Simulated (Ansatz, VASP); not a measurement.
# WS2 in two plane-wave programs, part 2 of 2

Wanted: the spread between two codes on one cell, functional and k mesh. The structure shown is the end of the Ansatz relaxation below.

VASP 6.6.1 and Ansatz 0.2.0.

So far: The starting structure; Ansatz: relaxation, PBEsol.

## (3) VASP: single point, PBEsol

Level of this step: PBEsol, no spin polarisation; plane waves and PAW (W, S) (VASP).

The same cell, functional, mesh and smearing now go to VASP, with its own data sets.

Lines of VASP's logs that name or quote its potential files are left out, and so is its time.

File INCAR:

```
SYSTEM = WS2
PREC = Accurate
ENCUT = 600
EDIFF = 1E-06
NELM = 120
ISMEAR = -1
SIGMA = 0.02
LREAL = .FALSE.
ALGO = Normal
GGA = PS
NBANDS = 48
LASPH = .TRUE.
LORBIT = 11
LWAVE = .FALSE.
LCHARG = .FALSE.
ISIF = 2
GGA_COMPAT = .FALSE.
EFERMI = MIDGAP
KPAR = 2
```

File POSCAR:

```
WS2
1.0
    6.2915572745      0.0000000000      0.0000000000
   -3.1457786372      5.4486484291      0.0000000000
    0.0000000000      0.0000000000     18.1423650000
W S
4 8
Direct
    0.3333333336      0.1666666664      0.5000000000
    0.3333333336      0.6666666664      0.5000000000
    0.8333333336      0.1666666664      0.5000000000
    0.8333333336      0.6666666664      0.5000000000
    0.1666666669      0.3333333331      0.4136356539
    0.1666666669      0.3333333331      0.5863643461
    0.1666666669      0.8333333331      0.4136356539
    0.1666666669      0.8333333331      0.5863643461
    0.6666666669      0.3333333331      0.4136356539
    0.6666666669      0.3333333331      0.5863643461
    0.6666666669      0.8333333331      0.4136356539
    0.6666666669      0.8333333331      0.5863643461
```

File KPOINTS:

```
Automatic mesh
0
Gamma
5 5 2
0 0 0
```

PAW data sets: W and S (PBE family, release 64).

Launch:

```bash
mpirun -np 2 vasp_std
```

Numbers of over 12 decimals in the logs are rounded to 6 here.

Output:

```text
[banner, memory and clock lines left out]
running    2 mpi-ranks, on    1 nodes
 distrk:  each k-point on    1 cores,    2 groups
 distr:  one band on    1 cores,    1 groups

 POSCAR found type information on POSCAR W S
 POSCAR found :  2 types and      12 ions
|                                                                             |
|               ----> ADVICE to this user running VASP <----                  |
|                                                                             |
|     You enforced a specific xc type in the INCAR file but a different       |
|     [... a line on the potential file left out ...]
|     I HOPE YOU KNOW WHAT YOU ARE DOING!                                     |
|                                                                             |

 LDA part: xc-table for (Slater+PW92), standard interpolation
 POSCAR, INCAR and KPOINTS ok, starting setup
 FFT: planning ... GRIDC
 FFT: planning ... GRID_SOFT
 FFT: planning ... GRID
 WAVECAR not read
 entering main loop
       N       E                     dE             d eps       ncg     rms          rms(c)
DAV:   1     0.585741925850E+03    0.58574E+03   -0.28097E+04   960   0.130E+03
DAV:   2    -0.175676336041E+02   -0.60331E+03   -0.58237E+03  1472   0.247E+02
DAV:   3    -0.103547223766E+03   -0.85980E+02   -0.85233E+02  1120   0.101E+02
DAV:   4    -0.106559705116E+03   -0.30125E+01   -0.29962E+01  1392   0.217E+01
DAV:   5    -0.106632169937E+03   -0.72465E-01   -0.72382E-01  1400   0.296E+00    0.582E+01
DAV:   6    -0.102118718507E+03    0.45135E+01   -0.17547E+01  1416   0.154E+01    0.261E+01
DAV:   7    -0.101476123286E+03    0.64260E+00   -0.56624E+00  1272   0.995E+00    0.121E+01
DAV:   8    -0.101261584247E+03    0.21454E+00   -0.79441E-01  1312   0.409E+00    0.199E+00
DAV:   9    -0.101246338449E+03    0.15246E-01   -0.13410E-01  1400   0.141E+00    0.821E-01
DAV:  10    -0.101240801942E+03    0.55365E-02   -0.39292E-02  1376   0.816E-01    0.686E-01
DAV:  11    -0.101240475859E+03    0.32608E-03   -0.84182E-03  1368   0.404E-01    0.167E-01
DAV:  12    -0.101239525051E+03    0.95081E-03   -0.38174E-03  1312   0.248E-01    0.112E-01
DAV:  13    -0.101239731797E+03   -0.20675E-03   -0.46654E-04  1312   0.752E-02    0.652E-02
DAV:  14    -0.101240218177E+03   -0.48638E-03   -0.10407E-04  1296   0.362E-02    0.337E-02
DAV:  15    -0.101240368504E+03   -0.15033E-03   -0.82644E-05  1168   0.243E-02    0.466E-02
DAV:  16    -0.101240457225E+03   -0.88721E-04   -0.20227E-05  1312   0.156E-02    0.801E-03
DAV:  17    -0.101240488994E+03   -0.31769E-04   -0.23436E-05  1128   0.106E-02    0.221E-02
DAV:  18    -0.101240552435E+03   -0.63441E-04   -0.33492E-06  1032   0.570E-03    0.117E-02
DAV:  19    -0.101240675180E+03   -0.12275E-03   -0.11071E-05  1120   0.643E-03    0.909E-03
DAV:  20    -0.101240692611E+03   -0.17431E-04   -0.73600E-07  1008   0.191E-03    0.671E-03
DAV:  21    -0.101240707812E+03   -0.15201E-04   -0.10405E-06   976   0.206E-03    0.125E-03
DAV:  22    -0.101240710582E+03   -0.27695E-05   -0.12985E-07   864   0.944E-04    0.851E-04
DAV:  23    -0.101240711424E+03   -0.84200E-06   -0.44797E-08   736   0.482E-04
   1 F= -.10124071E+03 E0= -.10124071E+03  d E =0.000000E+00
```

OUTCAR, selected parts (step 3):

```text
ion  position               nearest neighbor table
   1  0.333  0.167  0.500-   7 2.40   8 2.40   9 2.40  10 2.40   5 2.40   6 2.40   2 3.15   2 3.15
                             3 3.15   3 3.15   4 3.15   4 3.15
   2  0.333  0.667  0.500-   5 2.40   6 2.40  11 2.40  12 2.40   7 2.40   8 2.40   1 3.15   1 3.15
                             4 3.15   4 3.15   3 3.15   3 3.15
   3  0.833  0.167  0.500-  11 2.40  12 2.40   5 2.40   6 2.40   9 2.40  10 2.40   4 3.15   4 3.15
                             1 3.15   1 3.15   2 3.15   2 3.15
   4  0.833  0.667  0.500-   9 2.40  10 2.40   7 2.40   8 2.40  11 2.40  12 2.40   3 3.15   3 3.15
                             2 3.15   2 3.15   1 3.15   1 3.15
   5  0.167  0.333  0.414-   2 2.40   3 2.40   1 2.40
   6  0.167  0.333  0.586-   2 2.40   3 2.40   1 2.40
   7  0.167  0.833  0.414-   1 2.40   4 2.40   2 2.40
   8  0.167  0.833  0.586-   1 2.40   4 2.40   2 2.40
   9  0.667  0.333  0.414-   4 2.40   1 2.40   3 2.40
  10  0.667  0.333  0.586-   4 2.40   1 2.40   3 2.40
  11  0.667  0.833  0.414-   3 2.40   2 2.40   4 2.40
  12  0.667  0.833  0.586-   3 2.40   2 2.40   4 2.40

  LATTYP: Found a hexagonal cell.
 ALAT       =     6.2915572745
 C/A-ratio  =     2.8836048387

 Subroutine GETGRP returns: Found 12 space group operations
 (whereof 12 operations were pure point group operations)

The static configuration has the point symmetry D_3h.

 Found     10 irreducible k-points:

   k-points           NKPTS =     10   k-points in BZ     NKDIM =     10   number of bands    NBANDS=     48

   dimension x,y,z NGX =    50 NGY =   50 NGZ =  150
   dimension x,y,z NGXF=   100 NGYF=  100 NGZF=  300

   ENCUT  =  600.0 eV  44.10 Ry    6.64 a.u.  12.57 12.57 36.23*2*pi/ulx,y,z

   NELECT =      72.0000    total number of electrons

 k-points in reciprocal lattice and weights: Automatic mesh
   0.00000000  0.00000000  0.00000000       0.020
   0.20000000 -0.00000000  0.00000000       0.120
   0.40000000  0.00000000  0.00000000       0.120
   0.20000000  0.20000000  0.00000000       0.120
   0.40000000  0.20000000  0.00000000       0.120
   0.00000000  0.00000000  0.50000000       0.020
   0.20000000 -0.00000000  0.50000000       0.120
   0.40000000  0.00000000  0.50000000       0.120
   0.20000000  0.20000000  0.50000000       0.120
   0.40000000  0.20000000  0.50000000       0.120

 average (electrostatic) potential at core
       1 -47.0974       2 -47.0974       3 -47.0974       4 -47.0974       5 -93.2435
       6 -93.2435       7 -93.2435       8 -93.2435       9 -93.2435      10 -93.2435
      11 -93.2435      12 -93.2435

 E-fermi :  -0.8382

 k-point     1 :       0.0000    0.0000    0.0000
  band No.  band energies     occupation
    ...
     32      -2.9938      2.00000
     33      -2.7914      2.00000
     34      -2.7914      2.00000
     35      -2.7914      2.00000
     36      -1.9660      2.00000
     37       1.1504      0.00000
     38       1.1504      0.00000
     39       1.1504      0.00000
     40       1.1759      0.00000
     41       1.1759      0.00000
    ...

 k-point     2 :       0.2000   -0.0000    0.0000
  band No.  band energies     occupation
    ...
     32      -3.1192      2.00000
     33      -3.0246      2.00000
     34      -2.4916      2.00000
     35      -2.4916      2.00000
     36      -2.0426      2.00000
     37       0.9300      0.00000
     38       0.9820      0.00000
     39       1.0050      0.00000
     40       1.0050      0.00000
     41       1.0381      0.00000
    ...

 k-point     3 :       0.4000    0.0000    0.0000
  band No.  band energies     occupation
    ...
     32      -3.3089      2.00000
     33      -3.0139      2.00000
     34      -2.4397      2.00000
     35      -2.4309      2.00000
     36      -2.4309      2.00000
     37       0.4868      0.00000
     38       0.6402      0.00000
     39       0.7131      0.00000
     40       0.7131      0.00000
     41       0.7960      0.00000
    ...

  Total       -0.5544387     -0.5544387     -0.2990416     -0.0000000     -0.0000000      0.0000000
  in kB       -1.4283127     -1.4283127     -0.7703735     -0.0000000     -0.0000000      0.0000000
  external PRESSURE =      -1.2089996 kB  Pullay stress =       0.0000000 kB

  energy-cutoff  :      600.00
  volume of cell :      621.93
      direct lattice vectors                 reciprocal lattice vectors
     6.291557274  0.000000000  0.000000000     0.158943161  0.091765877  0.000000000
    -3.145778637  5.448648429  0.000000000     0.000000000  0.183531753  0.000000000
     0.000000000  0.000000000 18.142365000     0.000000000  0.000000000  0.055119605

 POSITION                                       TOTAL-FORCE (eV/Angst)
 -----------------------------------------------------------------------------------
      1.57289      0.90811      9.07118         0.000000     -0.000000     -0.000000
      0.00000      3.63243      9.07118         0.000000     -0.000000     -0.000000
      4.71867      0.90811      9.07118         0.000000     -0.000000     -0.000000
      3.14578      3.63243      9.07118         0.000000     -0.000000     -0.000000
      0.00000      1.81622      7.50433         0.000000      0.000000      0.021217
      0.00000      1.81622     10.63804         0.000000      0.000000     -0.021217
     -1.57289      4.54054      7.50433        -0.000000     -0.000000      0.021217
     -1.57289      4.54054     10.63804        -0.000000     -0.000000     -0.021217
      3.14578      1.81622      7.50433         0.000000      0.000000      0.021217
      3.14578      1.81622     10.63804         0.000000      0.000000     -0.021217
      1.57289      4.54054      7.50433        -0.000000     -0.000000      0.021217
      1.57289      4.54054     10.63804        -0.000000     -0.000000     -0.021217
 -----------------------------------------------------------------------------------
    total drift:                               -0.000010      0.000006     -0.000000

  FREE ENERGIE OF THE ION-ELECTRON SYSTEM (eV)
  ---------------------------------------------------
  free  energy   TOTEN  =      -101.2407114235 eV

  energy  without entropy=     -101.2407114235  energy(sigma->0) =     -101.24071142

 total charge
# of ion       s       p       d       tot
------------------------------------------
    1        0.569   0.730   4.311   5.610
    2        0.569   0.730   4.311   5.610
    3        0.569   0.730   4.311   5.610
    4        0.569   0.730   4.311   5.610
    5        1.353   2.349   0.000   3.702
    6        1.353   2.349   0.000   3.702
    7        1.353   2.349   0.000   3.702
    8        1.353   2.349   0.000   3.702
    9        1.353   2.349   0.000   3.702
   10        1.353   2.349   0.000   3.702
   11        1.353   2.349   0.000   3.702
   12        1.353   2.349   0.000   3.702
--------------------------------------------------
tot         13.096  21.714  17.244  52.053

[... 3 further parts left out ...]
```

This run has no spin polarisation, so a moment on W, if there is one, isn't seen.

## (4) Side by side

Known differences besides the potentials themselves: the data sets hold 104 valence electrons in Ansatz (on its PAW soft_1 files) and 72 in VASP; Ansatz makes its cores anew for this functional, VASP keeps those of its PBE data sets; Ansatz's pressure holds a Pulay correction, VASP's none. Total energies have different zeros and are not compared.

Compared:

```
              quantity  Ansatz   VASP  difference
        pressure (GPa)    0.00  -0.12       +0.12
gap on the k mesh (eV)   2.240  2.256      -0.015
```

At this near-relaxed geometry the largest component of a force difference is 20 meV/Å. A gap on the mesh is an upper bound, since the band edges may lie between its points; neither run holds spin-orbit coupling, which can move the band edges of a compound of W. With vacuum in the cell, a pressure given here is an average over mostly empty space and none of the material.

## (5) What came out

- difference in gap on the k mesh (single point, PBEsol): -0.015 eV
- r.m.s. force difference (single point, PBEsol): 9.6 meV/Å

What this shows: The r.m.s. force difference is 9.6 meV/Å (single point, PBEsol), within the 12 meV/Å picked in this series as the mark of a large difference. The data sets hold unlike numbers of valence electrons (104 in Ansatz and 72 in VASP), so part of the differences comes from the potentials. Such differences can come from data sets, numerical settings and the points named under the comparisons, not from the functional's error against experiment.

[Lines on the potential files, build, host, timing and source positions are cut from VASP's logs without a mark.]

[Logs are printed without paths, hosts, clocks, repeated set-up lines and the standing remarks that a program may print on its own settings, such as how far it seeks lower states.]

[Hosts, paths, dates, database ids (printed as entryN), source tags and the programs' standing remarks are cut or masked in the printed files.]
